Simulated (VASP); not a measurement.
Consider the following.

```
CELL_PARAMETERS angstrom
      0.00000     3.08132     3.08132
      3.08132     0.00000     3.08132
      3.08132     3.08132     0.00000
ATOMIC_POSITIONS crystal
  In 0.00000 0.00000 0.00000
  Te 0.50000 0.50000 0.50000
```

Method: PBEsol GGA, VASP's PBE PAW potentials (set 64) (plane waves; VASP). Run with 400 eV cut-off, Gaussian smearing of 0.050 eV, potentials In_d Te.

Task: Give the energies of bands 7 to 12 at the high-symmetry points, in eV from the Fermi level.

Result: 
```csv
band,Γ,X,U,L,W
7,-2.26,-5.27,-5.75,-7.01,-5.51
8,-1.61,-4.04,-4.83,-1.36,-4.45
9,-1.61,-3.27,-2.74,-1.36,-4.45
10,-1.61,-3.27,-1.45,1.06,0.34
11,5.29,2.69,3.98,1.93,2.55
12,5.29,6.89,4.75,1.93,5.25
```

It has no gap at this level: it comes out as a metal or semimetal.

The structure comes from a computed database's InTe entry (Fm-3m); how it stands against other phases isn't given here. It was relaxed first. The electron count is odd and the run is not spin-polarised, which forces a metal.
